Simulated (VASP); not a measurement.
Input for VASP

### KPOINTS
```
Automatic mesh
0
Gamma
15 15 15
0 0 0
```

POSCAR:
```
FeP
1
    2.7501990389     0.0000000000    -0.0000000000
    0.0000000000     2.7501990389     0.0000000000
    0.0000000000     0.0000000000     2.7501990389
Fe P
1 1
Direct
  0.0000000000   0.0000000000   0.0000000000
  0.5000000000   0.5000000000   0.5000000000
```

### INCAR
```
! general
SYSTEM =FeP
PREC   =Accurate
ENCUT  =400
LREAL  =.FALSE.
LASPH  =.TRUE.

! electronic loop
EDIFF  =1E-7
NELM   =100
ALGO   =Normal
LMAXMIX=4

! smearing
ISMEAR =-5

! functional
GGA    =PS

! spin
ISPIN  =2
MAGMOM =0.8 0.0

! ions
ISIF   =2

! output
LWAVE  =.FALSE.
LCHARG =.TRUE.
LORBIT =11
NEDOS  =601
```

POTCAR, in this order: Fe P (PBE.64 set). Program: vasp_std.

Q: Write an equivalent input for Quantum ESPRESSO's pw.x.

A: One equivalent input (not run):
```
&CONTROL
  calculation = 'scf'
  pseudo_dir = './pseudo'
  outdir = './out'
  tprnfor = .true.
  tstress = .true.
/
&SYSTEM
  ibrav = 0
  nat = 2
  ntyp = 2
  ecutwfc = 90
  occupations = 'tetrahedra'
  input_dft = 'pbesol'
  nspin = 2
  starting_magnetization(1) = 0.08
/
&ELECTRONS
  conv_thr = 7.3e-09
  electron_maxstep = 100
/
ATOMIC_SPECIES
  Fe 55.845 Fe.upf
  P 30.974 P.upf
CELL_PARAMETERS angstrom
     2.7501990    0.0000000   -0.0000000
     0.0000000    2.7501990    0.0000000
     0.0000000    0.0000000    2.7501990
ATOMIC_POSITIONS crystal
  Fe   0.0000000  0.0000000  0.0000000
  P    0.5000000  0.5000000  0.5000000
K_POINTS automatic
  15 15 15 0 0 0
```
Limits of the translation: the potentials are each code's own (VASP's PAW set, PseudoDojo norm-conserving files in pw.x), so ENCUT and ecutwfc are chosen apart and not converted; conv_thr bounds pw.x's estimated SCF error, while EDIFF bounds the energy change between steps; starting_magnetization is a fraction of the valence charge and MAGMOM a moment in μB, so they match only roughly.

The structure was generated: FeP was put into the CsCl type type (Pm-3m), which need not be its known phase. It was relaxed first, which changed the volume by -31 %.
